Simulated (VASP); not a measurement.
Band gaps of AgBr (rock salt) from VASP (PAW), without and with spin-orbit coupling. Semilocal levels are at their own relaxed cell, hybrids and mBJ at PBE's; 0.00 means no gap at that level.

The cell of the PBEsol run:

AgBr has the cubic space group Fm-3m (No. 225), the rock salt structure, Pearson symbol cF8. Conventional cell: a = b = c = 5.667 Å, α = β = γ = 90.00°. Ag on 4a sees 6 Br at 2.833 Å (octahedral). Br on 4b is surrounded by 6 Ag at 2.833 Å (octahedral). (Neighbours: up to the widest gap in distance over summed covalent radii, below 1.35, at either atom; cation-cation and far metal-metal contacts left out.)
(The calculation used a cell of 2 atoms; values per cell refer to that cell.)

| level | gap without SOC (eV) | gap with SOC (eV) | shift (eV) |
|---|---|---|---|
| PBEsol | 0.50 | [?] | [?] |

**Question.** Some entries are withheld; supply them.

**Answer.** 
- PBEsol, gap with SOC (eV): 0.42
- PBEsol, shift (eV): -0.08

Only levels that ran to the end are used. Left out are those held back, those with too coarse a band path, GW runs whose mesh misses a band edge, hybrids' fits of cells that aren't cubic and levels without matching references; a question may draw on a part of the rest.

The compound is AgBr in the rock salt structure. It was relaxed first, which changed the volume by -5 %. Symmetry was kept, so distortions that lower it aren't found.
